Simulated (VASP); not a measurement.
Method: LDA (Ceperley-Alder, Perdew-Zunger), VASP's LDA PAW potentials (set 64) (plane waves; VASP).

The input files of a VASP run:

File KPOINTS:
```
K-points
0
Gamma
 5 5 7
0 0 0
```

**INCAR**
```
SYSTEM = MgH2
PREC = Accurate; ENCUT = 300; LREAL = .FALSE.
LASPH = .TRUE.
EDIFF = 1E-6; NELM = 100; ALGO = Normal
ISMEAR = -1; SIGMA = 0.05
ISIF = 2
LWAVE = .FALSE.; LCHARG = .FALSE.
```

**POSCAR**
```
MgH2
4.5706240
  1.0000000000   0.0000000000   0.0000000000
  0.0000000000   1.0000000000   0.0000000000
  0.0000000000   0.0000000000   0.6681415929
Mg H
2 4
direct
  0.0000000000   0.0000000000   0.0000000000
  0.5000000000   0.5000000000   0.5000000000
  0.3040000000   0.3040000000   0.0000000000
  0.8040000000   0.1960000000   0.5000000000
  0.1960000000   0.8040000000   0.5000000000
  0.6960000000   0.6960000000   0.0000000000
```

POTCAR, in this order: Mg H (LDA.64 set). Program: vasp_std.

At this cut-off the stress carries a Pulay error, which pulls relaxed volumes low.

Estimate the energy per atom (σ→0), pressure.

The energy per atom (σ→0) comes out as -3.125 eV/atom and the pressure is -5.95 GPa.

### OSZICAR
```
...
DAV:   5    -0.200359778740E+02   -0.25385E-05   -0.25385E-05   504   0.274E-02    0.621E+00
DAV:   6    -0.190845381243E+02    0.95144E+00   -0.82308E-01   400   0.497E+00    0.316E+00
DAV:   7    -0.187470905841E+02    0.33745E+00   -0.10164E+00   384   0.576E+00    0.479E-01
DAV:   8    -0.187491425392E+02   -0.20520E-02   -0.12282E-02   448   0.816E-01    0.101E-01
DAV:   9    -0.187487850626E+02    0.35748E-03   -0.96981E-04   520   0.176E-01    0.146E-02
DAV:  10    -0.187487873954E+02   -0.23328E-05   -0.17251E-05   480   0.320E-02    0.746E-03
DAV:  11    -0.187487871297E+02    0.26569E-06   -0.17605E-06   360   0.671E-03
   1 F= -.18748787E+02 E0= -.18748787E+02  d E =-.394858E-10
```

The structure is a typed MgH2 crystal (P4_2/mnm). The cell was not relaxed at this level. The run is one of a series of settings (KPOINTS 5×5×7 Γ-centred mesh against the base run), some of them coarse on purpose.
